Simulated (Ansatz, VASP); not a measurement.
## Gd (Gadolinium) in two plane-wave programs

One calculation is typed for both programs; each brings its own data sets and cutoff. How far apart do they land? The cell is taken from a series of VASP runs on this material, whose earlier steps may have relaxed, scaled or displaced it; both programs get it as it stands.

Program: Ansatz 0.2.0. Level of theory: plane waves, with VASP 6.6.1 beside it; zone-centre phonons at PBEsol, DFT+U. Results are calculated unless marked as measured.

## Step 1: Starting point

The structure is hexagonal, space group P6_3/mmc (No. 194). Conventional cell: a = 3.581 Å, b = 3.581 Å, c = 5.696 Å, α = 90.00°, β = 90.00°, γ = 120.00°. Gd has 12 Gd at 3.52 to 3.58 Å nearest.

Structure file:

```xyz
2
Lattice="3.5811 0.0000 0.0000 -1.7906 3.1013 0.0000 0.0000 0.0000 5.6957" Properties=species:S:1:pos:R:3 pbc="T T T"
Gd    0.0000    2.0676    1.4239
Gd    1.7906    1.0338    4.2718
```

## Step 2: VASP: zone-centre phonons, PBEsol, DFT+U

Second derivatives magnify differences that forces hide, and they need a tight electronic threshold.

Lines of VASP's logs that name or quote its potential files are left out, and so is its time.

The input, INCAR:

```
SYSTEM = Gd
PREC = Accurate
ENCUT = 450
EDIFF = 1E-08
NELM = 150
ISMEAR = 1
SIGMA = 0.2
LREAL = .FALSE.
ALGO = Normal
GGA = PS
NBANDS = 34
ISPIN = 2
MAGMOM = 7.13 7.13
LDAU = .TRUE.
LDAUTYPE = 2
LDAUL = 3
LDAUU = 5
LDAUJ = 0
LDAUPRINT = 1
LASPH = .TRUE.
LMAXMIX = 6
AMIX = 0.2
BMIX = 1E-04
AMIX_MAG = 0.8
BMIX_MAG = 1E-04
LORBIT = 11
LWAVE = .FALSE.
LCHARG = .FALSE.
KPAR = 4
IBRION = 6
NFREE = 2
POTIM = 0.015
ISIF = 2
NSW = 1
```

The input, POSCAR:

```
Gd
1.0
    3.5811254439      0.0000000000      0.0000000000
   -1.7905627220      3.1013456086      0.0000000000
    0.0000000000      0.0000000000      5.6956788021
Gd
2
Direct
    0.3333333333      0.6666666667      0.2500000000
    0.6666666667      0.3333333333      0.7500000000
```

The input, KPOINTS:

```
Automatic mesh
0
Gamma
12 12 7
0 0 0
```

The projector-augmented-wave data sets are Gd (PBE family, release 64).

On the command line:

```bash
mpirun -np 4 vasp_std
```

Numbers of over 12 decimals in the logs are rounded to 6 here.

The program printed:

```text
[banner, memory and clock lines left out]
running    4 mpi-ranks, on    1 nodes
 distrk:  each k-point on    1 cores,    4 groups
 distr:  one band on    1 cores,    1 groups

 POSCAR found type information on POSCAR Gd
 POSCAR found :  1 types and       2 ions
|                                                                             |
|               ----> ADVICE to this user running VASP <----                  |
|                                                                             |
|     You enforced a specific xc type in the INCAR file but a different       |
|     [... a line on the potential file left out ...]
|     I HOPE YOU KNOW WHAT YOU ARE DOING!                                     |
|                                                                             |

 LDA part: xc-table for (Slater+PW92), standard interpolation
 POSCAR, INCAR and KPOINTS ok, starting setup
 FFT: planning ... GRIDC
 FFT: planning ... GRID_SOFT
 FFT: planning ... GRID
 WAVECAR not read
 entering main loop
       N       E                     dE             d eps       ncg     rms          rms(c)
DAV:   1     0.250641445473E+03    0.25064E+03   -0.10819E+04 15112   0.470E+03
DAV:   2     0.391745852152E+02   -0.21147E+03   -0.18396E+03 14690   0.440E+02
DAV:   3    -0.556148897548E+01   -0.44736E+02   -0.43338E+02 16822   0.144E+02
DAV:   4    -0.128022745973E+02   -0.72408E+01   -0.71808E+01 20010   0.481E+01
DAV:   5    -0.135816029220E+02   -0.77933E+00   -0.77677E+00 19880   0.163E+01    0.558E+01
DAV:   6    -0.226931624296E+02   -0.91116E+01   -0.86568E+00 16720   0.900E+01    0.378E+01
DAV:   7    -0.234864377752E+02   -0.79328E+00   -0.19102E+00 18500   0.177E+01    0.456E+01
DAV:   8    -0.235077679093E+02   -0.21330E-01   -0.22992E-01 17042   0.248E+00    0.558E+01
DAV:   9    -0.235223697139E+02   -0.14602E-01   -0.57031E-02 16696   0.235E+00    0.339E+01
DAV:  10    -0.235343813183E+02   -0.12012E-01   -0.62077E-02 16582   0.168E+00    0.352E+00
DAV:  11    -0.235339969659E+02    0.38435E-03   -0.64484E-03 17904   0.724E-01    0.203E+00
DAV:  12    -0.235333145028E+02    0.68246E-03   -0.17240E-03 16720   0.461E-01    0.156E+00
DAV:  13    -0.235329616109E+02    0.35289E-03   -0.16590E-03 18956   0.309E-01    0.768E-01
DAV:  14    -0.235329703501E+02   -0.87392E-05   -0.25965E-04 19064   0.101E-01    0.254E-01
DAV:  15    -0.235329551116E+02    0.15238E-04   -0.75578E-05 14870   0.127E-01    0.119E-01
DAV:  16    -0.235329547805E+02    0.33114E-06   -0.10653E-05 19450   0.187E-02    0.106E-01
DAV:  17    -0.235329545420E+02    0.23853E-06   -0.82118E-07 19344   0.578E-03    0.417E-02
DAV:  18    -0.235329544987E+02    0.43274E-07   -0.13391E-07 17842   0.376E-03    0.146E-02
DAV:  19    -0.235329546709E+02   -0.17223E-06   -0.19738E-07 16218   0.544E-03    0.103E-02
DAV:  20    -0.235329546767E+02   -0.57635E-08   -0.13779E-08  9586   0.127E-03
   1 F= -.23532955E+02 E0= -.23534118E+02  d E =0.348886E-02  mag=    15.5193
[...]
2 F= -.23532822E+02 E0= -.23533979E+02  d E =0.347154E-02  mag=    15.5192
[...]
3 F= -.23532822E+02 E0= -.23533979E+02  d E =0.347153E-02  mag=    15.5192
[...]
4 F= -.23532608E+02 E0= -.23533759E+02  d E =0.345335E-02  mag=    15.5193
 Finite differences progress:
  Degree of freedom:   2/  2
  Displacement:        1/  2
  Total:               3/  4
 bond charge predicted
       N       E                     dE             d eps       ncg     rms          rms(c)
DAV:   1    -0.233663151959E+02    0.16629E+00   -0.32695E+00 20926   0.176E+01    0.515E+00
DAV:   2    -0.235224477457E+02   -0.15613E+00   -0.24553E-01 26738   0.502E+00    0.119E+00
DAV:   3    -0.235319991693E+02   -0.95514E-02   -0.32691E-02 26516   0.125E+00    0.993E-01
DAV:   4    -0.235325969211E+02   -0.59775E-03   -0.63905E-03 29016   0.428E-01    0.852E-01
DAV:   5    -0.235326741633E+02   -0.77242E-04   -0.31465E-04 27674   0.120E-01    0.602E-01
DAV:   6    -0.235326584580E+02    0.15705E-04   -0.12487E-04 29062   0.113E-01    0.294E-01
DAV:   7    -0.235326212976E+02    0.37160E-04   -0.10109E-04 28122   0.110E-01    0.132E-01
DAV:   8    -0.235326060368E+02    0.15261E-04   -0.11073E-04 28906   0.953E-02    0.758E-02
DAV:   9    -0.235326083035E+02   -0.22667E-05   -0.45389E-05 29350   0.432E-02    0.568E-02
DAV:  10    -0.235326087235E+02   -0.42004E-06   -0.60260E-06 29446   0.155E-02    0.402E-02
DAV:  11    -0.235326083720E+02    0.35151E-06   -0.10513E-06 28542   0.713E-03    0.105E-02
DAV:  12    -0.235326082667E+02    0.10538E-06   -0.41386E-07 26494   0.363E-03    0.863E-03
DAV:  13    -0.235326082892E+02   -0.22548E-07   -0.10168E-07 19434   0.210E-03    0.495E-03
DAV:  14    -0.235326082917E+02   -0.24529E-08   -0.14048E-08 10600   0.172E-03
   5 F= -.23532608E+02 E0= -.23533759E+02  d E =0.345334E-02  mag=    15.5193
 Finite differences progress:
  Degree of freedom:   2/  2
  Displacement:        2/  2
  Total:               4/  4
```

Parts of OUTCAR (step 2):

```text
ion  position               nearest neighbor table
   1  0.333  0.667  0.250-   2 3.52   2 3.52   2 3.52   2 3.52   2 3.52   2 3.52
   2  0.667  0.333  0.750-   1 3.52   1 3.52   1 3.52   1 3.52   1 3.52   1 3.52

  LATTYP: Found a hexagonal cell.
 ALAT       =     3.5811254439
 C/A-ratio  =     1.5904717361

 Subroutine GETGRP returns: Found 24 space group operations
 (whereof 12 operations were pure point group operations)

The static configuration has the point symmetry D_3d.
 The point group associated with its full space group is D_6h.

 Found     76 irreducible k-points:

   k-points           NKPTS =     76   k-points in BZ     NKDIM =     76   number of bands    NBANDS=     34

   dimension x,y,z NGX =    28 NGY =   28 NGZ =   40
   dimension x,y,z NGXF=    56 NGYF=   56 NGZF=   80

   ENCUT  =  450.0 eV  33.07 Ry    5.75 a.u.   6.19  6.19  9.85*2*pi/ulx,y,z

   NELECT =      36.0000    total number of electrons

 k-points in reciprocal lattice and weights: Automatic mesh
   0.00000000  0.00000000  0.00000000       0.001
   0.08333333 -0.00000000  0.00000000       0.006
   0.16666667 -0.00000000  0.00000000       0.006
   0.25000000  0.00000000  0.00000000       0.006
   0.33333333 -0.00000000  0.00000000       0.006
   0.41666667  0.00000000  0.00000000       0.006
   0.50000000  0.00000000  0.00000000       0.003
   0.08333333  0.08333333  0.00000000       0.006
   0.16666667  0.08333333  0.00000000       0.012
[...]
0.33333333  0.25000000  0.42857143       0.024
   0.33333333  0.33333333  0.42857143       0.004

atom =   1  type =  1  l = 3

 onsite density matrix

spin component  1

  0.9902 -0.0000  0.0000 -0.0000  0.0000 -0.0000 -0.0000
 -0.0000  0.9894 -0.0000  0.0000 -0.0000  0.0000 -0.0000
[...]
21      -4.2525      1.00000
     22      -4.2473      1.00000
     23      -2.1309      1.00000
     24       0.4389      1.00000
     25       4.2330     -0.00000
     26       4.3292     -0.00000
     27       4.3292     -0.00000
     28       4.5158     -0.00000
     29       4.9889     -0.00000
    ...

 k-point     2 :       0.0833   -0.0000    0.0000
  band No.  band energies     occupation
    ...
     20      -4.2788      1.00000
     21      -4.2579      1.00000
     22      -4.2527      1.00000
     23      -1.9589      1.00000
     24       0.6065      1.00000
     25       3.9214     -0.00000
     26       3.9830     -0.00000
     27       4.4982     -0.00000
     28       4.7710     -0.00000
     29       4.8604     -0.00000
    ...

 k-point     3 :       0.1667   -0.0000    0.0000
  band No.  band energies     occupation
    ...
     20      -4.2888      1.00000
     21      -4.2729      1.00000
     22      -4.2604      1.00000
     23      -1.4733      1.00000
     24       1.0416      1.00000
     25       3.3498     -0.03546
     26       3.3906     -0.03072
     27       4.3971     -0.00000
     28       4.9930     -0.00000
     29       5.0054     -0.00000
    ...

 k-point     4 :       0.2500    0.0000    0.0000
  band No.  band energies     occupation
    ...
     22      -4.2608      1.00000
     23      -0.7662      1.00000
     24       1.4653      1.00000
     25       2.6768      1.00493
     26       2.9945      0.89772
     27       4.0935     -0.00000
     28       4.6623     -0.00000
     29       4.6705     -0.00000
     30       5.7834     -0.00000
     31       5.8916     -0.00000
    ...

 k-point     5 :       0.3333   -0.0000    0.0000
  band No.  band energies     occupation
    ...
     22      -4.2591      1.00000
     23      -0.0019      1.00000
     24       1.4715      1.00000
     25       2.1098      1.00000
     26       2.9174      1.01744
     27       4.2461     -0.00000
     28       4.3430     -0.00000
     29       4.3931     -0.00000
     30       6.7367     -0.00000
     31       6.7986     -0.00000
    ...

 k-point     6 :       0.4167    0.0000    0.0000
  band No.  band energies     occupation
    ...
     22      -4.2577      1.00000
     23       0.5902      1.00000
     24       1.2645      1.00000
     25       1.7423      1.00000
     26       2.9588      0.97025
     27       4.1315     -0.00000
     28       4.2173     -0.00000
     29       4.6733     -0.00000
     30       7.8489      0.00000
     31       7.8679      0.00000
    ...

 spin component 2
 k-point     1 :       0.0000    0.0000    0.0000
  band No.  band energies     occupation
    ...
      6     -16.7902      1.00000
      7     -16.7902      1.00000
      8     -16.7777      1.00000
      9      -1.1797      1.00000
     10       1.5214      1.00000
     11       5.0223     -0.00000
     12       5.3032     -0.00000
     13       5.3180     -0.00000
     14       5.3180     -0.00000
     15       5.6609     -0.00000
    ...

  Total       -0.0351086     -0.0351086      0.0951681      0.0000000     -0.0000000      0.0000000
  in kB       -0.8892199     -0.8892199      2.4103860      0.0000000     -0.0000000      0.0000000
  external PRESSURE =       0.2106487 kB  Pullay stress =       0.0000000 kB

  energy-cutoff  :      450.00
  volume of cell :       63.26
      direct lattice vectors                 reciprocal lattice vectors
     3.581125444  0.000000000  0.000000000     0.279241824  0.161220342  0.000000000
    -1.790562722  3.101345609  0.000000000     0.000000000  0.322440684  0.000000000
     0.000000000  0.000000000  5.695678802     0.000000000  0.000000000  0.175571698

 POSITION                                       TOTAL-FORCE (eV/Angst)
 -----------------------------------------------------------------------------------
     -0.00000      2.06756      1.40892        -0.000000      0.000000      0.047338
      1.79056      1.03378      4.27176         0.000000      0.000000     -0.047338
 -----------------------------------------------------------------------------------
    total drift:                               -0.000000      0.000000     -0.001267

  FREE ENERGIE OF THE ION-ELECTRON SYSTEM (eV)
  ---------------------------------------------------
  free  energy   TOTEN  =       -23.5326082917 eV

  energy  without entropy=      -23.5360616342  energy(sigma->0) =      -23.53375941

 Eigenvectors and eigenvalues of the dynamical matrix
 ----------------------------------------------------

   1 f  =    3.131911 THz    19.678379 2PiTHz  104.469316 cm-1    12.952539 meV
             X         Y         Z           dx          dy          dz
     -0.000000  2.067564  1.423920     0.000000    0.000000    0.707107
      1.790563  1.033782  4.271759     0.000000    0.000000   -0.707107

   2 f  =    1.919279 THz    12.059183 2PiTHz   64.020243 cm-1     7.937495 meV
             X         Y         Z           dx          dy          dz
     -0.000000  2.067564  1.423920     0.292089   -0.643959    0.000000
      1.790563  1.033782  4.271759    -0.292089    0.643959    0.000000

   3 f  =    1.919279 THz    12.059183 2PiTHz   64.020243 cm-1     7.937495 meV
             X         Y         Z           dx          dy          dz
     -0.000000  2.067564  1.423920     0.643959    0.292089   -0.000000
      1.790563  1.033782  4.271759    -0.643959   -0.292089    0.000000

   4 f  =    0.000000 THz     0.000000 2PiTHz    0.000001 cm-1     0.000000 meV
             X         Y         Z           dx          dy          dz
     -0.000000  2.067564  1.423920     0.225576    0.670161   -0.000000
      1.790563  1.033782  4.271759     0.225576    0.670161    0.000000

   5 f  =    0.000000 THz     0.000000 2PiTHz    0.000001 cm-1     0.000000 meV
             X         Y         Z           dx          dy          dz
     -0.000000  2.067564  1.423920    -0.670161    0.225576   -0.000000
      1.790563  1.033782  4.271759    -0.670161    0.225576    0.000000

   6 f  =    0.000000 THz     0.000000 2PiTHz    0.000000 cm-1     0.000000 meV
             X         Y         Z           dx          dy          dz
     -0.000000  2.067564  1.423920     0.000000    0.000000    0.707107
      1.790563  1.033782  4.271759     0.000000    0.000000    0.707107

 ELASTIC MODULI CONTR FROM IONIC RELAXATION (kBar)
 Direction    XX          YY          ZZ          XY          YZ          ZX
 --------------------------------------------------------------------------------
 XX         -44.0096     44.0096     -0.0000      0.0000      0.0000      0.0000
 YY          44.0096    -44.0096      0.0000      0.0000     -0.0000      0.0000
 ZZ          -0.0000      0.0000     -0.0000      0.0000      0.0000      0.0000
 XY           0.0000      0.0000      0.0000    -44.0096      0.0000      0.0000
 YZ           0.0000     -0.0000      0.0000      0.0000     -0.0000      0.0000
 ZX           0.0000      0.0000      0.0000      0.0000      0.0000      0.0000
 --------------------------------------------------------------------------------

 total charge
# of ion       s       p       d       f       tot
--------------------------------------------------
    1        2.076   5.549   0.622   6.927  15.175
    2        2.076   5.549   0.622   6.927  15.175
--------------------------------------------------
tot          4.153  11.098   1.245  13.855  30.351

 magnetization (x)
# of ion       s       p       d       f       tot
--------------------------------------------------
    1        0.005  -0.044   0.241   6.914   7.116
    2        0.005  -0.044   0.241   6.914   7.116
--------------------------------------------------
tot          0.010  -0.088   0.482  13.828  14.232

[... 5 further parts left out ...]
```

CONTCAR:

```
Gd
   1.00000000000000
     3.5811254439000000    0.0000000000000000    0.0000000000000000
    -1.7905627220000000    3.1013456086000000    0.0000000000000000
     0.0000000000000000    0.0000000000000000    5.6956788020999998
  Gd
     2
Direct
     0.3333333332999970    0.6666666667000027    0.2473664245261742
     0.6666666667000030    0.3333333332999970    0.7500000000000000
```

The last energy, forces, stress and levels in OUTCAR belong to the last displaced cell, not to the cell of POSCAR. DFT+U on an f shell has many metastable occupations, and no search among them was made.

[end of part 1 of 2]

[Lines on the potential files, build, host, timing and source positions are cut from VASP's logs without a mark.]

[Logs are printed without paths, hosts, clocks, repeated set-up lines and the standing remarks that a program may print on its own settings, such as how far it seeks lower states.]

[Hosts, paths, dates, database ids (printed as entryN), source tags and the programs' standing remarks are cut or masked in the printed files.]
